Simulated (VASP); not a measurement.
Given:

```
CELL_PARAMETERS angstrom
      4.02028     0.00000     0.00000
      0.00000     4.02028     0.00000
      0.00000     0.00000     4.02028
ATOMIC_POSITIONS crystal
  K  0.00000 0.00000 0.00000
  Ta 0.50000 0.50000 0.50000
  O  0.50000 0.00000 0.50000
  O  0.00000 0.50000 0.50000
  O  0.50000 0.50000 0.00000
```

The numbers are results of HSE06 screened hybrid with spin-orbit coupling, VASP's PBE PAW potentials (set 64) (plane waves; VASP), not measurements. Numerical set-up: 450 eV cut-off, 4×4×4 Γ-centred mesh, Gaussian smearing of 0.050 eV, potentials K_sv Ta_pv O.

Problem. Predict the energy per atom (σ→0), band gap (over the mesh, the named points and PBE's band edges) with the smallest direct gap where there is one.

Solution. 
The band gap (over the mesh, the named points and PBE's band edges) is 3.26 eV and the smallest direct gap (over the mesh, the named points and PBE's band edges) is 3.84 eV. The energy per atom (σ→0) comes out as -10.010 eV/atom.

Total energies compare only between runs with the same potentials, cut-off and functional.

The compound is KTaO3 in the cubic perovskite structure. It was relaxed first.
